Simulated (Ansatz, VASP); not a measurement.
# Sb (Antimony): VASP beside Ansatz

Wanted: the spread between two codes on one cell, functional and k mesh. The cell is taken from a series of runs on this material, whose earlier steps may have relaxed, scaled, displaced or heated it; both programs get it as it stands.

Main program and level: Ansatz 0.2.0; plane waves, with VASP 6.6.1 beside it; zone-centre phonons at LDA.

## 1. Set-up

The structure is trigonal, space group R-3m (No. 166). Conventional cell: a = 4.267 Å, b = 4.267 Å, c = 11.292 Å, α = 90.00°, β = 90.00°, γ = 120.00°. Nearest to Sb lie 3 Sb at 2.90 Å.

## 2. VASP: zone-centre phonons, LDA

Second derivatives magnify differences that forces hide, and they need a tight electronic threshold.

Lines of VASP's logs that name or quote its potential files are left out, and so is its time.

INCAR reads:

```
SYSTEM = Sb
PREC = Accurate
ENCUT = 500
EDIFF = 1E-08
NELM = 120
ISMEAR = 1
SIGMA = 0.2
LREAL = .FALSE.
ALGO = Normal
GGA = CA
NBANDS = 11
LORBIT = 11
LWAVE = .FALSE.
LCHARG = .FALSE.
ISIF = 2
IBRION = 8
LASPH = .TRUE.
GGA_COMPAT = .FALSE.
KPAR = 2
```

POSCAR reads:

```
Sb
1.0
    2.1336279889      1.2318506938      3.7639331341
   -2.1336279889      1.2318506938      3.7639331341
    0.0000000000     -2.4637013875      3.7639331341
Sb
2
Direct
    0.2345304544      0.2345304540      0.2345304544
    0.7654695456      0.7654695460      0.7654695456
```

KPOINTS reads:

```
Automatic mesh
0
Gamma
12 12 12
0 0 0
```

PAW data sets: Sb (LDA family, release 64).

On the command line:

```sh
> mpirun -np 2 vasp_std
```

Numbers of over 12 decimals in the logs are rounded to 6 here.

The log of the run:

```text
[banner, memory and clock lines left out]
running    2 mpi-ranks, on    1 nodes
 distrk:  each k-point on    1 cores,    2 groups
 distr:  one band on    1 cores,    1 groups

 POSCAR found type information on POSCAR Sb
 POSCAR found :  1 types and       2 ions
 LDA part: xc-table for (Slater(with rela. corr.)+CA(PZ))
 , standard interpolation
 POSCAR, INCAR and KPOINTS ok, starting setup
 FFT: planning ... GRIDC
 FFT: planning ... GRID_SOFT
 FFT: planning ... GRID
 WAVECAR not read
 entering main loop
       N       E                     dE             d eps       ncg     rms          rms(c)
DAV:   1     0.370969937798E+02    0.37097E+02   -0.35282E+03  4158   0.697E+02
DAV:   2    -0.753158515797E+01   -0.44629E+02   -0.43386E+02  5715   0.114E+02
DAV:   3    -0.962561381626E+01   -0.20940E+01   -0.20648E+01  5012   0.281E+01
DAV:   4    -0.964637203477E+01   -0.20758E-01   -0.20746E-01  4748   0.326E+00
DAV:   5    -0.964661162986E+01   -0.23960E-03   -0.23959E-03  4796   0.402E-01    0.321E+00
DAV:   6    -0.962938271253E+01    0.17229E-01   -0.40183E-03  4692   0.340E-01    0.191E+00
DAV:   7    -0.961979938096E+01    0.95833E-02   -0.85913E-03  4581   0.493E-01    0.541E-02
DAV:   8    -0.961981156732E+01   -0.12186E-04   -0.22707E-04  4677   0.109E-01    0.180E-02
DAV:   9    -0.961981571105E+01   -0.41437E-05   -0.15304E-05  4782   0.240E-02    0.649E-03
DAV:  10    -0.961981536389E+01    0.34716E-06   -0.16914E-06  4686   0.723E-03    0.110E-03
DAV:  11    -0.961981540026E+01   -0.36377E-07   -0.16126E-07  4740   0.242E-03    0.356E-04
DAV:  12    -0.961981540059E+01   -0.32531E-09   -0.10691E-08  2895   0.565E-04
   1 F= -.96198154E+01 E0= -.96204268E+01  d E =0.183414E-02
 Linear response reoptimize wavefunctions to high precision
DAV:   1    -0.961981540084E+01   -0.24954E-09   -0.17371E-09  3870   0.281E-04
DAV:   2    -0.961981540085E+01   -0.12619E-10   -0.98351E-11  2385   0.751E-05
 Linear response DOF=           2
 Linear response progress:
  Degree of freedom:   1/  2
       N       E                     dE             d eps       ncg     rms          rms(c)
RMM:   1    -0.258853156662E-01   -0.25885E-01    0.21234E-02 38914   0.121E+00
RMM:   2    -0.255134143282E-01    0.37190E-03   -0.17353E-03 30056   0.252E-01    0.476E-02
RMM:   3    -0.255008813086E-01    0.12533E-04   -0.41478E-05 31813   0.413E-02    0.279E-02
RMM:   4    -0.255231975039E-01   -0.22316E-04   -0.15205E-05 32087   0.191E-02    0.246E-03
RMM:   5    -0.255296362714E-01   -0.64388E-05   -0.96580E-07 32791   0.372E-03    0.980E-04
RMM:   6    -0.255311525504E-01   -0.15163E-05    0.19120E-08 31592   0.920E-04    0.313E-04
RMM:   7    -0.255303935938E-01    0.75896E-06    0.82899E-08 33474   0.234E-04    0.766E-05
RMM:   8    -0.255303166952E-01    0.76899E-07   -0.84779E-09 33818   0.593E-05    0.162E-05
RMM:   9    -0.255302971373E-01    0.19558E-07    0.34708E-09 33939   0.191E-05    0.160E-06
RMM:  10    -0.255302939003E-01    0.32370E-08    0.35116E-09 33333   0.919E-06    0.717E-07
 first order change of Fermi-energy  -0.19122E-04
 force on displaced ion       1 direction 1 :  -2.757  -0.001   0.000
 Linear response progress:
  Degree of freedom:   2/  2
       N       E                     dE             d eps       ncg     rms          rms(c)
RMM:   1    -0.273171364600E-01   -0.27317E-01    0.16656E-02  8123   0.122E+00
RMM:   2    -0.261330553313E-01    0.11841E-02   -0.17298E-03  6489   0.261E-01    0.496E-02
RMM:   3    -0.260302080966E-01    0.10285E-03   -0.49559E-05  6883   0.461E-02    0.299E-02
RMM:   4    -0.259566458309E-01    0.73562E-04   -0.30034E-05  6716   0.261E-02    0.786E-03
RMM:   5    -0.259635053896E-01   -0.68596E-05   -0.79687E-07  6953   0.519E-03    0.272E-03
RMM:   6    -0.259653060985E-01   -0.18007E-05   -0.51010E-08  7015   0.112E-03    0.758E-04
RMM:   7    -0.259644589363E-01    0.84716E-06    0.64147E-09  7091   0.373E-04    0.239E-04
RMM:   8    -0.259644792058E-01   -0.20269E-07    0.23028E-09  7189   0.626E-05    0.292E-05
RMM:   9    -0.259645075223E-01   -0.28316E-07   -0.31460E-10  7254   0.257E-05    0.131E-05
RMM:  10    -0.259645026078E-01    0.49144E-08   -0.81289E-12  7328   0.121E-05    0.358E-06
 first order change of Fermi-energy  -0.10188E+01
 force on displaced ion       1 direction 3 :   0.000  -0.000  -4.779
 Linear response finished
```

OUTCAR, selected parts (step 2):

```text
ion  position               nearest neighbor table
   1  0.235  0.235  0.235-   2 2.90   2 2.90   2 2.90   2 3.32   2 3.32   2 3.32
   2  0.765  0.765  0.765-   1 2.90   1 2.90   1 2.90   1 3.32   1 3.32   1 3.32

  LATTYP: Found a trigonal (rhomboedric) cell.
 ALAT       =     4.4985572315
 COS(alpha) =     0.5500949218

 Subroutine GETGRP returns: Found 12 space group operations
 (whereof 12 operations were pure point group operations)

The static configuration has the point symmetry D_3d.

 Found    189 irreducible k-points:

   k-points           NKPTS =    189   k-points in BZ     NKDIM =    189   number of bands    NBANDS=     11

   dimension x,y,z NGX =    36 NGY =   36 NGZ =   36
   dimension x,y,z NGXF=    72 NGYF=   72 NGZF=   72

   ENCUT  =  500.0 eV  36.75 Ry    6.06 a.u.   8.20  8.20  8.20*2*pi/ulx,y,z

   NELECT =      10.0000    total number of electrons

 k-points in reciprocal lattice and weights: Automatic mesh
   0.00000000  0.00000000  0.00000000       0.001
   0.08333333  0.00000000 -0.00000000       0.003
   0.16666667  0.00000000 -0.00000000       0.003
   0.25000000 -0.00000000 -0.00000000       0.003
   0.33333333 -0.00000000 -0.00000000       0.003
   0.41666667 -0.00000000 -0.00000000       0.003
   0.50000000 -0.00000000 -0.00000000       0.002
   0.08333333  0.08333333 -0.00000000       0.003
   0.16666667  0.08333333 -0.00000000       0.007
[...]
-0.41666667  0.50000000  0.41666667       0.003
   0.50000000  0.50000000  0.50000000       0.001

 average (electrostatic) potential at core
       1 -86.5559       2 -86.5559

  Total        0.1154749      0.1154749     -0.3569411      0.0000000     -0.0000000      0.0000000
  in kB        3.1169381      3.1169381     -9.6346788      0.0000000     -0.0000000      0.0000000
  external PRESSURE =      -1.1336008 kB  Pullay stress =       0.0000000 kB

  energy-cutoff  :      500.00
  volume of cell :       59.36
      direct lattice vectors                 reciprocal lattice vectors
     2.133627989  1.231850694  3.763933134     0.234342633  0.135297782  0.088559845
    -2.133627989  1.231850694  3.763933134    -0.234342633  0.135297782  0.088559845
     0.000000000 -2.463701388  3.763933134     0.000000000 -0.270595564  0.088559845

 POSITION                                       TOTAL-FORCE (eV/Angst)
 -----------------------------------------------------------------------------------
      0.00000     -0.00000      2.64827         0.000000      0.000000      0.071846
     -0.00000      0.00000      8.64353         0.000000     -0.000000     -0.071846
 -----------------------------------------------------------------------------------
    total drift:                               -0.000000      0.000000     -0.000000

 Eigenvectors and eigenvalues of the dynamical matrix
 ----------------------------------------------------

   1 f  =    4.380123 THz    27.521122 2PiTHz  146.105164 cm-1    18.114723 meV
             X         Y         Z           dx          dy          dz
      0.000000 -0.000000  2.648271     0.000000    0.000000    0.707107
     -0.000000  0.000000  8.643529     0.000000   -0.000000   -0.707107

   2 f  =    3.327014 THz    20.904246 2PiTHz  110.977243 cm-1    13.759418 meV
             X         Y         Z           dx          dy          dz
      0.000000 -0.000000  2.648271     0.000000    0.707107   -0.000000
     -0.000000  0.000000  8.643529     0.000000   -0.707107    0.000000

   3 f  =    3.327014 THz    20.904246 2PiTHz  110.977243 cm-1    13.759418 meV
             X         Y         Z           dx          dy          dz
      0.000000 -0.000000  2.648271    -0.707107    0.000000    0.000000
     -0.000000  0.000000  8.643529     0.707107   -0.000000    0.000000

   4 f  =    0.000000 THz     0.000000 2PiTHz    0.000002 cm-1     0.000000 meV
             X         Y         Z           dx          dy          dz
      0.000000 -0.000000  2.648271     0.645522    0.287844   -0.021150
     -0.000000  0.000000  8.643529     0.645522    0.287844   -0.021150

   5 f  =    0.000000 THz     0.000000 2PiTHz    0.000001 cm-1     0.000000 meV
             X         Y         Z           dx          dy          dz
      0.000000 -0.000000  2.648271    -0.288592    0.643000   -0.057150
     -0.000000  0.000000  8.643529    -0.288592    0.643000   -0.057150

   6 f/i=    0.000000 THz     0.000000 2PiTHz    0.000002 cm-1     0.000000 meV
             X         Y         Z           dx          dy          dz
      0.000000 -0.000000  2.648271    -0.004031    0.060804    0.704476
     -0.000000  0.000000  8.643529    -0.004031    0.060804    0.704476

 ELASTIC MODULI CONTR FROM IONIC RELAXATION (kBar)
 Direction    XX          YY          ZZ          XY          YZ          ZX
 --------------------------------------------------------------------------------
 XX        -168.0757   -118.6404   -180.1957      0.0000     71.1630     -0.0000
 YY        -118.6404   -168.0757   -180.1957     -0.0000    -71.1630      0.0000
 ZZ        -180.1957   -180.1957   -226.4992     -0.0000     -0.0000      0.0000
 XY           0.0000     -0.0000     -0.0000    -24.7176     -0.0000     68.1549
 YZ          71.1630    -71.1630     -0.0000     -0.0000   -204.8809      0.0000
 ZX          -0.0000      0.0000      0.0000     68.1549      0.0000   -187.9261
 --------------------------------------------------------------------------------
```

## 3. Ansatz: zone-centre phonons, LDA

Ansatz runs on its PAW soft_1 files.

The same cell, functional (in two slightly different forms), mesh and smearing now go to Ansatz, which takes its cutoff from its data sets.

input.yaml reads:

```yaml
crystal:
  lattice:
    - [2.1336279889, 1.2318506938, 3.7639331341]
    - [-2.1336279889, 1.2318506938, 3.7639331341]
    - [0.0, -2.4637013875, 3.7639331341]
  atoms:
    - { symbol: Sb, position: [0.2345304544, 0.234530454, 0.2345304544] }
    - { symbol: Sb, position: [0.7654695456, 0.765469546, 0.7654695456] }
kpoints:
  mp_grid: { grid: [12, 12, 12] }
hamiltonian:
  xc: lda
  pseudopotentials: { kind: paw, azcp: { folder: soft_1 }, xc_functional: pbe }
scf:
  occupations: { method: methfessel_paxton, width: 0.2 }
output:
  eigenvalues: true
phonons:
  method: dfpt
```

On the command line:

```sh
> ansatz run input.yaml --threads 4 --pin off --max-ram 10240MiB --backend cpu --events-out ev --progress --plain --runs-dir out
```

The log of the run:

```text
Engine: ansatz 0.2.0, x86_64-unknown-linux-gnu
Pseudopotentials: kind: paw
Pseudopotential: Sb, paw, valence charge 15, recommended cutoff 420 eV (normal), soft_1/Sb.paw.azcp
Functional definition: SPW92
  exchange = slater_x
  correlation = pw_c
Crystal: 2 atoms, lattice volume = 59.357 Å³
Basis set: ecut = 420 eV, 1183 PW (Γ), exchange–correlation on 64×64×64 points (8 copies of the dense FFT grid, shifted against one another)
Bands: 19, of which v1, the nominal top of the filled ones, is band 15 counted from 1 (14 counted from 0)
Symmetry: 12 space group operations
k-points: 476 of 1728 (irreducible under 2 space group operations, time reversal used)
Non-local potential: Sb, projectors of the file, l = 0: 2, l = 1: 2, l = 2: 2, l = 3: 1
PAW form: soft (Blöchl's): semilocal exchange-correlation on the pseudo side does not see the compensation charge
PAW frozen core: Sb, regenerated for the run's functional, and the local potential with it (the file was generated under x = pbe(κ = 0.804, μ = 0.219515), c = pbe(β = 0.066725))
PAW one-centre angular grid: Sb, 590 points (default); XC on 64 Gauss nodes
Initial density: superposition of atomic densities (chi_scale 0.1, normalization cell)
Initial wavefunctions: pseudopotential atomic-orbital guess
Functional: x = slater, c = lda
SCF iter   1: F=—  HF=-12671.790560 eV  |F-HF|=—  |Δ(HF+E_count)|=         —  Δρ=1.52e-2  dr2=1.13e-1  ethr=3.10e-3  ⟨swp⟩=6.0  Hψ=48270  notcnv=0
preconditioner: auto → Kerker (q_TF=auto, 2.435 Å⁻¹)  [metal: Δε(μ)=0.061 eV  Ē_g=8.773 eV  σ=0.200 eV  W_gap=0.25  n_scr=14 (ndim 8)  ℏωp=15.2 eV  f_vac=0.000  D(μ)=0.18/eV (n_scr^D=0)]
SCF iter   2: F=—  HF=-12671.771638 eV  |F-HF|=—  |Δ(HF+E_count)|=   1.89e-2  S|Δr|=    0.00e0  Δρ=9.69e-3  dr2=4.95e-2  ethr=3.77e-4  ⟨swp⟩=1.1  Hψ=12919  notcnv=0
SCF iter   3: F=—  HF=-12671.761395 eV  |F-HF|=—  |Δ(HF+E_count)|=   1.02e-2  S|Δr|=    0.00e0  Δρ=1.37e-3  dr2=1.92e-3  ethr=1.65e-4  ⟨swp⟩=1.9  Hψ=14288  notcnv=0
SCF iter   4: F=—  HF=-12671.761217 eV  |F-HF|=—  |Δ(HF+E_count)|=   1.78e-4  S|Δr|=    0.00e0  Δρ=4.73e-4  dr2=2.12e-4  ethr=6.40e-6  ⟨swp⟩=2.3  Hψ=11500  notcnv=0
SCF iter   5: F=—  HF=-12671.761227 eV  |F-HF|=—  |Δ(HF+E_count)|=   9.64e-6  S|Δr|=    0.00e0  Δρ=1.16e-4  dr2=8.27e-6  ethr=7.05e-7  ⟨swp⟩=2.6  Hψ=12783  notcnv=0
SCF iter   6: F=—  HF=-12671.761223 eV  |F-HF|=—  |Δ(HF+E_count)|=   3.65e-6  S|Δr|=    0.00e0  Δρ=2.62e-5  dr2=2.55e-7  ethr=2.76e-8  ⟨swp⟩=2.0  Hψ=16216  notcnv=0
SCF iter   7: F=—  HF=-12671.761223 eV  |F-HF|=—  |Δ(HF+E_count)|=   4.54e-7  S|Δr|=    0.00e0  Δρ=8.23e-6  dr2=3.37e-8  ethr=8.49e-10  ⟨swp⟩=2.0  Hψ=16222  notcnv=0
SCF iter   8: F=—  HF=-12671.761223 eV  |F-HF|=—  |Δ(HF+E_count)|=   1.15e-9  S|Δr|=    0.00e0  Δρ=1.99e-6  dr2=3.83e-9  ethr=1.12e-10  ⟨swp⟩=2.3  Hψ=16215  notcnv=0
SCF iter   9: F=—  HF=-12671.761223 eV  |F-HF|=—  |Δ(HF+E_count)|=  2.13e-10  S|Δr|=    0.00e0  Δρ=5.95e-7  dr2=3.89e-10  ethr=1.28e-11  ⟨swp⟩=2.0  Hψ=10522  notcnv=0
SCF iter  10: F=—  HF=-12671.761223 eV  |F-HF|=—  |Δ(HF+E_count)|=  4.73e-11  S|Δr|=    0.00e0  Δρ=1.95e-7  dr2=4.00e-11  ethr=1.30e-12  ⟨swp⟩=3.0  Hψ=16409  notcnv=0
SCF iter  11: F=-12671.761223 eV  HF=-12671.761223 eV  |F-HF|=1.82e-12  |Δ(HF+E_count)|=  1.27e-11  S|Δr|=    0.00e0  Δρ=6.99e-8  dr2=3.64e-12  ethr=1.00e-12  ⟨swp⟩=6.0  Hψ=39733  notcnv=0
SCF 1 converged in 11 iterations: F = -12671.761223 eV  dr2 = 3.64e-12
  greatest PAW one-centre occupation: 0.997 electrons in one spin orbital (limit 2), on the Sb atom at site 1 (counted from 0), in its partial waves of l = 2
DFPT response loops at Γ: preconditioner auto → Kerker (q_TF=auto, 2.435 Å⁻¹) (partly filled bands, converged f_vac=0.001); β = 1.00, the filter's whole step (`scf.mixing.beta` (0.50) is not read by the response loops under this deck's `scf.mixing.preconditioner`; to damp them name `kerker` or `kerker_dos`, under which they read `scf.mixing.beta`, and type it under 1.00, their step now; both keys bind the ground state too); Broyden in place of MSR1
SCF converged after 11 iterations
Stability not checked: this state was not tested for a lower state beside it, because cold or Methfessel-Paxton smearing, or corrected tetrahedra, fill the levels in a way that the test cannot read (fill_not_monotonic; see scf.lower_state_search)
Free energy (F): -12671.761223 eV
Harris-Foulkes:  -12671.761223 eV  (|F-HF|=1.82e-12)
Internal energy: -12671.762997 eV  (E = F + TS)
E sigma→0 (E₀):  -12671.761667 eV
Entropy (-TS):   0.001774 eV (0.887 meV/atom)
Fermi energy:    10.240591 eV
--- Per-component energies (eV) ---
  E_band       = -331.982823
  E_kinetic    = 328.524139
  E_local      = -3148.510049  (includes V_loc(G=0)·N_el)
  E_nonlocal   = 787.543891
  E_hartree    = 1301.039600
  E_xc         = -197.910218
  E_vxc        = -183.491149  (∫ρ·V_xc dr)
  E_paw        = -8789.584953  (= ΣΔE_a)
  E_vpaw       = -718.129089  (= ΣTr[D̂ρ^β])
  E_aug_tail   = 0.000246  (compensation charges beyond the density's cutoff)
  E_ewald      = -2953.983275
  E_core_change = 1.117622  (= ΣΔE_core)
  E_smearing   = 0.001774  (= −TS)
  E_closure    = 0.000000  (closes the sum)
  Σ components = -12671.761223   (vs F -12671.761223, Δ=0.00e0)
--- Band table (eV; the first three rows and the last of 476) ---
  k-point 0: bands = [... 11 lower, 5.3324, 8.0363, 8.5036, 8.5036, 12.4310, 12.9717, 12.9717, 15.4561]
  k-point 1: bands = [... 11 lower, 4.9916, 8.0860, 8.4843, 8.6000, 12.4003, 12.7377, 12.7727, 15.0617]
  k-point 2: bands = [... 11 lower, 4.1778, 8.1241, 8.4392, 8.8543, 12.0989, 12.2094, 12.2690, 14.8657]
  k-point 475: bands = [... 11 lower, 1.0422, 9.0327, 9.0327, 9.8782, 10.3902, 10.3902, 11.3749, 17.2855]
--- Phonons (Γ-DFPT): 2 representative perturbations + reference, on 476 of 1728 k-points (Σ response iterations 6) ---
  k mesh reduced under 2 symmetry operations, with k and −k counted as one. Each operation leaves every solved perturbation unchanged. A smaller set is not used because it would not reduce the number of displacements times k-points to solve
  ASR residual: 3.229e-5 → 0.000e0 eV/Å²; symmetrization residual: 1.899e-5 eV/Å²
  ASR residual per site (eV/Å²): 3.23e-5 3.23e-5
  Γ frequencies (cm⁻¹): 0.00 0.00 0.00 107.57 107.57 143.02
  non-analytic LO–TO correction: not included (Born effective charges unavailable; polar crystals: no LO–TO splitting at Γ)
```

The column dr2 measures how far the density is from self-consistency, as an energy; F and HF (Harris–Foulkes) agree once it is small.

## 4. Differences

Known differences besides the potentials themselves: the two LDA forms differ slightly; the data sets hold 30 valence electrons in Ansatz (on its PAW soft_1 files) and 10 in VASP; the cutoff is 420 eV in Ansatz and 500 eV in VASP; VASP's log shows a relativistic correction to its local exchange, Ansatz's none. Total energies have different zeros and are not compared.

The two programs side by side:

```
                  quantity  Ansatz   VASP  difference
optical mode 1 to 2 (cm⁻¹)   107.6  111.0     -3.07 %
     optical mode 3 (cm⁻¹)   143.0  146.1     -2.11 %
```

Modes are paired by rising frequency, not by their patterns, so a pair may set unlike modes beside each other; they are those without the splitting of longitudinal modes.

## 5. Outcome

| Item | Value |
| --- | --- |
| r.m.s. difference of the optical zone-centre modes, each program's sorted by frequency (zone-centre phonons, LDA) | 3.3 cm⁻¹ |
| difference in optical mode 1 to 2 (zone-centre phonons, LDA) | -3.1 % |

What this shows: The r.m.s. difference of the optical zone-centre modes, each program's sorted by frequency is 3.3 cm⁻¹ (zone-centre phonons, LDA). The data sets hold unlike numbers of valence electrons (30 in Ansatz and 10 in VASP), so part of the differences comes from the potentials. Among the rows given in per cent, the largest difference of the zone-centre phonons, LDA pair is in optical mode 1 to 2, -3.1 %. Such differences can come from data sets, numerical settings and the points named under the comparisons, not from the functional's error against experiment.

[Lines on the potential files, build, host, timing and source positions are cut from VASP's logs without a mark.]

[Logs are printed without paths, hosts, clocks, repeated set-up lines and the standing remarks that a program may print on its own settings, such as how far it seeks lower states.]

[Hosts, paths, dates, database ids (printed as entryN), source tags and the programs' standing remarks are cut or masked in the printed files.]
